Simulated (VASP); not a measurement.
A convergence study with VASP on InAs (zinc blende): one setting is varied, all else stays as given below, so the limit is that of these other settings. Each run relaxes cell and ions from the cell shown. The basis is that of the starting cell, so low cut-offs carry a Pulay error.

```
CELL_PARAMETERS angstrom
      0.00000     3.03000     3.03000
      3.03000     0.00000     3.03000
      3.03000     3.03000     0.00000
ATOMIC_POSITIONS crystal
  In 0.00000 0.00000 0.00000
  As 0.25000 0.25000 0.25000
```

These are PBE GGA, VASP's PBE PAW potentials (set 64) (plane waves; VASP) values and carry that method's errors. The tightest run used: 700 eV cut-off, 7×7×7 Γ-centred mesh, Gaussian smearing of 0.050 eV, potentials In_d As.

The settings run are ENCUT = 200; ENCUT = 250; ENCUT = 300; ENCUT = 350; ENCUT = 400; ENCUT = 450; ENCUT = 500; ENCUT = 550; ENCUT = 600; ENCUT = 650; ENCUT = 700. From which on does the relaxed volume stay within 0.1 Å³/atom of the tightest run?

From ENCUT = 400 on: it is off by 0.061 there and by no more than 0.1 in any finer run, while ENCUT = 350 is off by 0.169.
| setting | relaxed volume (Å³/atom) | E (eV/atom) | plane waves | difference judged (Å³/atom) |
|---|---|---|---|---|
| ENCUT = 200 | 26.470 | -3.8040 | 363 | 3.180 |
| ENCUT = 250 | 29.388 | -3.8521 | 531 | 0.261 |
| ENCUT = 300 | 29.545 | -3.8531 | 668 | 0.105 |
| ENCUT = 350 | 29.480 | -3.8523 | 869 | 0.169 |
| ENCUT = 400 | 29.588 | -3.8551 | 1019 | 0.061 |
| ENCUT = 450 | 29.644 | -3.8562 | 1243 | 0.006 |
| ENCUT = 500 | 29.640 | -3.8559 | 1425 | 0.010 |
| ENCUT = 550 | 29.632 | -3.8557 | 1647 | 0.017 |
| ENCUT = 600 | 29.640 | -3.8560 | 1875 | 0.010 |
| ENCUT = 650 | 29.648 | -3.8561 | 2106 | 0.001 |
| ENCUT = 700 | 29.650 | -3.8561 | 2355 | 0.000 |

Left out are rungs that failed or repeat a setting and relaxations that didn't move; long series are thinned to 24 rows.

The compound is InAs in the zinc blende structure.
